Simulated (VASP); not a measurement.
# BaZrP (P4/mmm) in VASP: notebook

Runs on BaZrP. Level: PBE. Tasks: single point, relaxation of cell and atoms.

Program: VASP 6.6.1. These are calculated values, not measurements. Logs are shortened: lines on timing, memory, paths and dates and some standing lists are left out, and cuts for length are marked.

## Step 1: The cell of the first run

It takes space group P4/mmm (No. 123, tetragonal). The conventional cell has a = 4.775 Å, b = 4.775 Å, c = 4.965 Å, α = 90.00°, β = 90.00°, γ = 90.00°. Ba (site symmetry 4/mmm) has 4 Zr at 3.38 Å as nearest neighbours. Zr (site symmetry 4/mmm) has 2 P at 2.48 Å as nearest neighbours. Around P (site symmetry 4/mmm) lie 2 Zr at 2.48 Å.

The cell was built by a generator and needn't be a form met in nature.

## Step 2: Single point, PBE (random cell by space group and Wyckoff sites (P4/mmm, No. 123))

Input file INCAR:

```
SYSTEM = BaZrP
PREC     = Accurate       ! precision mode
ENCUT    = 520            ! plane-wave cutoff, eV
EDIFF    = 1E-6           ! SCF threshold, eV
ISMEAR   = 0              ! smearing method
SIGMA    = 0.1            ! smearing width, eV
LREAL    = .FALSE.        ! projectors in reciprocal space
LASPH    = .TRUE.         ! aspherical terms in the spheres
NELM     = 100            ! most SCF steps
ALGO     = Fast           ! electronic algorithm
ISIF     = 2              ! what is computed and relaxed
LWAVE    = .FALSE.        ! write WAVECAR
LCHARG   = .FALSE.        ! write CHGCAR
GGA      = PE             ! functional
NBANDS   = 20             ! bands
```

Input file KPOINTS:

```
regular mesh
0
G
  4 4 4
  0 0 0
```

Input file POSCAR:

```
BaZrP
1.0
    4.7753274975      0.0000000000      0.0000000000
    0.0000000000      4.7753274975      0.0000000000
    0.0000000000      0.0000000000      4.9645908819
Ba Zr P
1 1 1
Direct
    0.5000000000      0.5000000000      0.0000000000
    0.0000000000      0.0000000000      0.0000000000
    0.0000000000      0.0000000000      0.5000000000
```

Potentials or basis: VASP PAW PBE potentials, release 64 (Ba_sv, Zr_sv, P).

Run with:

```
$ cat potpaw_PBE.64/Ba_sv/POTCAR potpaw_PBE.64/Zr_sv/POTCAR potpaw_PBE.64/P/POTCAR > POTCAR
$ mpirun -np 1 vasp_std > vasp.out
```

OUTCAR:

```text
SYSTEM = BaZrP
   PREC = Accurate
   ENCUT = 520
   EDIFF = 1E-6
   ISMEAR = 0
   LREAL = .FALSE.
   LASPH = .TRUE.
   NELM = 100
   ISIF = 2
   GGA = PE

 ion  position               nearest neighbor table
   1  0.500  0.500  0.000-   2 3.38   2 3.38   2 3.38   2 3.38
   2  0.000  0.000  0.000-   3 2.48   3 2.48   1 3.38   1 3.38   1 3.38   1 3.38
   3  0.000  0.000  0.500-   2 2.48   2 2.48

  LATTYP: Found a simple tetragonal cell.
 ALAT       =     4.7753274975
 C/A-ratio  =     1.0396335926

  Lattice vectors:

 A1 = (   4.7753274975,   0.0000000000,   0.0000000000)
 A2 = (   0.0000000000,   4.7753274975,   0.0000000000)
 A3 = (   0.0000000000,   0.0000000000,   4.9645908819)

Analysis of symmetry for initial positions (statically):
=====================================================================
 Subroutine PRICEL returns:
 Original cell was already a primitive cell.

 Routine SETGRP: Setting up the symmetry group for a
 simple tetragonal supercell.

 Subroutine GETGRP returns: Found 16 space group operations
 (whereof 16 operations were pure point group operations)
 out of a pool of 16 trial point group operations.

The static configuration has the point symmetry D_4h.

Analysis of symmetry for dynamics (positions and initial velocities):
=====================================================================
 Subroutine PRICEL returns:
 Original cell was already a primitive cell.

 Routine SETGRP: Setting up the symmetry group for a
 simple tetragonal supercell.

 Subroutine GETGRP returns: Found 16 space group operations
 (whereof 16 operations were pure point group operations)
 out of a pool of 16 trial point group operations.

The dynamic configuration has the point symmetry D_4h.

 Subroutine INISYM returns: Found 16 space group operations
 (whereof 16 operations are pure point group operations),
 and found     1 'primitive' translations

----------------------------------------------------------------------------------------

                                     Primitive cell

  volume of cell :     113.2113

  direct lattice vectors                    reciprocal lattice vectors
     4.775327498  0.000000000  0.000000000     0.209409721  0.000000000  0.000000000
     0.000000000  4.775327498  0.000000000     0.000000000  0.209409721  0.000000000
     0.000000000  0.000000000  4.964590882     0.000000000  0.000000000  0.201426467

  length of vectors
     4.775327498  4.775327498  4.964590882     0.209409721  0.209409721  0.201426467

  position of ions in fractional coordinates (direct lattice)
     0.500000000  0.500000000  0.000000000
     0.000000000  0.000000000  0.000000000
     0.000000000  0.000000000  0.500000000

  ion indices of the primitive-cell ions
   primitive index   ion index
                 1           1
                 2           2
                 3           3

----------------------------------------------------------------------------------------

 KPOINTS: regular mesh

Automatic generation of k-mesh.
 Grid dimensions read from file:
 generate k-points for:    4    4    4

 Generating k-lattice:

  Cartesian coordinates                     Fractional coordinates (reciprocal lattice)
     0.052352430  0.000000000  0.000000000     0.250000000  0.000000000  0.000000000
     0.000000000  0.052352430  0.000000000     0.000000000  0.250000000  0.000000000
     0.000000000  0.000000000  0.050356617     0.000000000  0.000000000  0.250000000

  Length of vectors
     0.052352430  0.052352430  0.050356617

  Shift w.r.t. Gamma in fractional coordinates (k-lattice)
     0.000000000  0.000000000  0.000000000

 Subroutine IBZKPT returns following result:
 ===========================================

 Found     18 irreducible k-points:

 Following reciprocal coordinates:
            Coordinates               Weight
  0.000000  0.000000  0.000000      1.000000
  0.250000  0.000000  0.000000      4.000000
  0.500000  0.000000  0.000000      2.000000
  0.250000  0.250000  0.000000      4.000000
  0.500000  0.250000  0.000000      4.000000
  0.500000  0.500000  0.000000      1.000000
[... 10 lines left out ...]
  0.500000  0.250000  0.500000      4.000000
  0.500000  0.500000  0.500000      1.000000
   k-points           NKPTS =     18   k-points in BZ     NKDIM =     18   number of bands    NBANDS=     20
   number of dos      NEDOS =    301   number of ions     NIONS =      3
   total plane-waves  NPLWV =  51840
   dimension x,y,z NGX =    36 NGY =   36 NGZ =   40
   dimension x,y,z NGXF=    72 NGYF=   72 NGZF=   80
   ions per type =               1   1   1
   NGX,Y,Z   is equivalent  to a cutoff of  12.53, 12.53, 13.39 a.u.
   NGXF,Y,Z  is equivalent  to a cutoff of  25.07, 25.07, 26.79 a.u.
 SYSTEM =  BaZrP
   PREC   = accura    normal or accurate (medium, high low for compatibility)
   ISTART =      0    job   : 0-new  1-cont  2-samecut
   ICHARG =      2    charge: 1-file 2-atom 10-const
   ISPIN  =      1    spin polarized calculation?
   LNONCOLLINEAR =      F non collinear calculations
   LSORBIT =      F    spin-orbit coupling
   LASPH  =      T    aspherical Exc in radial PAW
   ENCUT  =  520.0 eV  38.22 Ry    6.18 a.u.   8.88  8.88  9.23*2*pi/ulx,y,z
   NELM   =    100;   NELMIN=  2; NELMDL= -5     # of ELM steps
   EDIFF  = 0.1E-05   stopping-criterion for ELM
   LREAL  =      F    real-space projection
   EDIFFG = 0.1E-04   stopping-criterion for IOM
   NSW    =      0    number of steps for IOM
   IBRION =     -1    ionic relax: 0-MD 1-quasi-New 2-CG
   NFREE  =      0    steps in history (QN), initial steepest desc. (CG)
   ISIF   =      2    stress and relaxation
   ISYM   =      2    0-nonsym 1-usesym 2-fastsym
   POTIM  = 0.5000    time-step for ionic-motion
   TEBEG  =    0.0;   TEEND  =   0.0 temperature during run
   PSTRESS=    0.0 pullay stress
   NELECT =      27.0000    total number of electrons
   NUPDOWN=      -1.0000    fix difference up-down
   EMIN   =  10.00;   EMAX   =-10.00  energy-range for DOS
   EFERMI =   0.00;   METHOD = LEGACY
   ISMEAR =     0;   SIGMA  =   0.10  broadening in eV -4-tet -1-fermi 0-gaus
   EFERMI_NEDOS =   21; number of points for ismear=-14 and -15
   IALGO  =     68    algorithm
   IMIX   =      4    mixing-type and parameters
     AMIX     =   0.40;   BMIX     =  1.00
     AMIX_MAG =   1.60;   BMIX_MAG =  1.00
  volume/ion in A,a.u.               =      37.74       254.66
  Fermi-wavevector in a.u.,A,eV,Ry     =   1.015234  1.918514 14.023526  1.030700
  Thomas-Fermi vector in A             =   2.148508
   LORBIT       =      0    0 simple, 1 ext, 2 COOP (PROOUT), +10 PAW based schemes
   GGA     = PE    functional components
   LHFCALC =     F    Hartree Fock is set to
   AEXX    =    0.0000 exact exchange contribution
   IVDW    =     0    specifies the selected vdW correction
   LEPSILON=     F    determine dielectric tensor
   LRPA    =     F    only Hartree local field effects (RPA)
 non-spin polarized calculation
 RMM-DIIS sequential band-by-band and
 Gauss-broadening in eV      SIGMA  =   0.10
  energy-cutoff  :      520.00
  volume of cell :      113.21
 maximum number of plane-waves:      3088
 NGX is ok and might be reduce to    36
   NGX = 17   NGY = 17   NGZ = 19

 number of electron      27.0000000 magnetization

 Free energy of the ion-electron system (eV)
  ---------------------------------------------------
  ext. energy  EPLUGINS =         0.00000000
  ---------------------------------------------------
  free energy    TOTEN  =       -14.90800557 eV

  energy without entropy =      -14.88586051  energy(sigma->0) =      -14.89693304

 E-fermi :   2.9736     XC(G=0):  -8.2668

 val. band max:        2.9331139730   @ k =   0.5000   0.2500   0.5000
 cond. band min:       2.9827862885   @ k =   0.5000   0.5000   0.2500
 fundamental gap:      0.0496723155
 Fermi energy:         2.9736027508

 k-point     1 :       0.0000    0.0000    0.0000
  band No.  band energies     occupation
      1     -46.1140      2.00000
      2     -25.2359      2.00000
      3     -24.2807      2.00000
      4     -24.2807      2.00000
      5     -24.0161      2.00000
      6     -10.4506      2.00000
[... 12 lines left out ...]
     19       7.1117      0.00000
     20       7.6353      0.00000

 k-point     2 :       0.2500    0.0000    0.0000
  band No.  band energies     occupation
      1     -46.1139      2.00000
      2     -25.2541      2.00000
      3     -24.2796      2.00000
      4     -24.2583      2.00000
      5     -24.0158      2.00000
      6     -10.5126      2.00000
[... 12 lines left out ...]
     19       6.7406      0.00000
     20       6.9487      0.00000

 k-point     3 :       0.5000    0.0000    0.0000
  band No.  band energies     occupation
      1     -46.1138      2.00000
      2     -25.2716      2.00000
      3     -24.2785      2.00000
      4     -24.2366      2.00000
      5     -24.0154      2.00000
      6     -10.6169      2.00000
[... 12 lines left out ...]
     19       5.9699      0.00000
     20       6.0925      0.00000

 k-point     4 :       0.2500    0.2500    0.0000
  band No.  band energies     occupation
      1     -46.1138      2.00000
      2     -25.2514      2.00000
      3     -24.2846      2.00000
      4     -24.2571      2.00000
      5     -24.0155      2.00000
      6     -10.5323      2.00000
[... 12 lines left out ...]
     19       6.0971      0.00000
     20       6.6917      0.00000

 k-point     5 :       0.5000    0.2500    0.0000
  band No.  band energies     occupation
      1     -46.1137      2.00000
      2     -25.2488      2.00000
      3     -24.2835      2.00000
      4     -24.2619      2.00000
      5     -24.0152      2.00000
      6     -10.5707      2.00000
[... 12 lines left out ...]
     19       5.8109      0.00000
     20       6.8068      0.00000
[... 215 lines left out ...]
      6     -10.5982      2.00000
[... 12 lines left out ...]
     19       5.8114      0.00000
     20       6.3628      0.00000

 k-point    16 :       0.2500    0.2500    0.5000
  band No.  band energies     occupation
      1     -46.1135      2.00000
      2     -25.2485      2.00000
      3     -24.2841      2.00000
      4     -24.2566      2.00000
      5     -24.0342      2.00000
      6     -10.5204      2.00000
[... 12 lines left out ...]
     19       6.4492      0.00000
     20       6.6703      0.00000

 k-point    17 :       0.5000    0.2500    0.5000
  band No.  band energies     occupation
      1     -46.1134      2.00000
      2     -25.2459      2.00000
      3     -24.2830      2.00000
      4     -24.2614      2.00000
      5     -24.0339      2.00000
      6     -10.5559      2.00000
[... 12 lines left out ...]
     19       6.0000      0.00000
     20       6.5994      0.00000

 k-point    18 :       0.5000    0.5000    0.5000
  band No.  band energies     occupation
      1     -46.1133      2.00000
      2     -25.2219      2.00000
      3     -24.2880      2.00000
      4     -24.2880      2.00000
      5     -24.0336      2.00000
      6     -10.5130      2.00000
[... 12 lines left out ...]
     19       6.5454      0.00000
     20       6.8900      0.00000

------------------------ aborting loop because EDIFF is reached ----------------------------------------

  FORCE on cell =-STRESS in cart. coord.  units (eV):
  Direction    XX          YY          ZZ          XY          YZ          ZX
  --------------------------------------------------------------------------------------
  -------------------------------------------------------------------------------------
  Total        0.3101073      0.3101073      0.0780312      0.0000000      0.0000000      0.0000000
  in kB        4.3886684      4.3886684      1.1043054      0.0000000      0.0000000      0.0000000
  external PRESSURE =       3.2938808 kB  Pullay stress =       0.0000000 kB

 VOLUME and BASIS-vectors are now :
 -----------------------------------------------------------------------------
  energy-cutoff  :      520.00
  volume of cell :      113.21
      direct lattice vectors                 reciprocal lattice vectors
     4.775327498  0.000000000  0.000000000     0.209409721  0.000000000  0.000000000
     0.000000000  4.775327498  0.000000000     0.000000000  0.209409721  0.000000000
     0.000000000  0.000000000  4.964590882     0.000000000  0.000000000  0.201426467

 POSITION                                       TOTAL-FORCE (eV/Angst)
 -----------------------------------------------------------------------------------
      2.38766      2.38766      0.00000         0.000000      0.000000      0.000000
      0.00000      0.00000      0.00000         0.000000      0.000000      0.000000
      0.00000      0.00000      2.48230         0.000000      0.000000      0.000000
 -----------------------------------------------------------------------------------
    total drift:                                0.000000      0.000000     -0.000000

  FREE ENERGIE OF THE ION-ELECTRON SYSTEM (eV)
  ---------------------------------------------------
  free  energy   TOTEN  =       -14.9080055720 eV

  energy  without entropy=      -14.8858605127  energy(sigma->0) =      -14.89693304
```

Wall time 66 s (1 thread of Intel Xeon 6975P-C (Granite Rapids), shared host); peak memory 0.24 GiB.

What came out:

```yaml
Free_energy: -14.9080 eV
Pressure: 0.3 GPa
Band_gap_on_the_k_mesh: none (metal or under the smearing width)
```

Levels at points of the mesh, in eV from the Fermi level:
```tsv
k point	band 11	band 12	band 13	band 14	band 15	band 16
(0.00, 0.00, 0.00)	-1.37	-0.70	-0.51	-0.51	-0.48	0.52
(0.50, 0.00, 0.00)	-0.81	-0.67	0.02	0.45	0.83	1.21
(0.50, 0.50, 0.00)	-1.44	-0.57	-0.44	-0.14	-0.14	-0.06
(0.00, 0.00, 0.50)	-1.79	-1.79	-1.54	-1.21	-0.42	3.01
(0.50, 0.00, 0.50)	-2.35	-1.55	0.10	0.23	1.29	1.49
(0.50, 0.50, 0.50)	-2.62	-2.62	-0.49	0.07	1.51	2.67
```

The run has no spin-orbit coupling, so splittings on Ba are missing.

(Part 1 of 2 ends here.)
